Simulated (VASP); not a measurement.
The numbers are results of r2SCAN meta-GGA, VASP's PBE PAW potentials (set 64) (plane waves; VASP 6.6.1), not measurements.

Input for VASP

POSCAR:
```
Ca
1.0
  3.9532550000   0.0000000000   0.0000000000
 -1.9766280000   3.4236190000   0.0000000000
  0.0000000000   0.0000000000   6.4184810000
Ca
2
direct
  0.3333330000   0.6666670000   0.2500000000
  0.6666670000   0.3333330000   0.7500000000
```

### KPOINTS
```
kpoints
0
Gamma
 10 10 5
```

INCAR:
```
METAGGA = R2SCAN
IBRION = 2
LREAL = .FALSE.   # projection in real space or not
EDIFF = 1E-6
ALGO = Normal   # blocked Davidson
SYSTEM = Ca
EDIFFG = -0.01
SIGMA = 0.1   # width (eV)
LASPH = .TRUE.
NSW = 60
NELM = 100   # most electronic steps
LWAVE = .FALSE.
ENCUT = 400
LMIXTAU = .TRUE.
ISMEAR = 1   # Methfessel-Paxton
LCHARG = .FALSE.
ISIF = 3
PREC = Accurate
```

POTCAR, in this order: Ca_sv (PBE.64 set). Program: vasp_std.

Q: What will the output report for the number of irreducible k-points (NKPTS), number of bands (NBANDS), largest plane-wave count, number of space-group operations, FFT grid (NGX, NGY, NGZ)?

A: 
```yaml
number of irreducible k-points (NKPTS): 42
number of bands (NBANDS): 14
largest_plane_wave_count: 1599
number_of_space_group_operations: 24
FFT grid (NGX, NGY, NGZ): 28 × 28 × 42
```

The structure was generated: Ca was put into the hcp type (P6_3/mmc), which need not be its known phase. This run relaxes it. Symmetry was kept, so distortions that lower it aren't found.
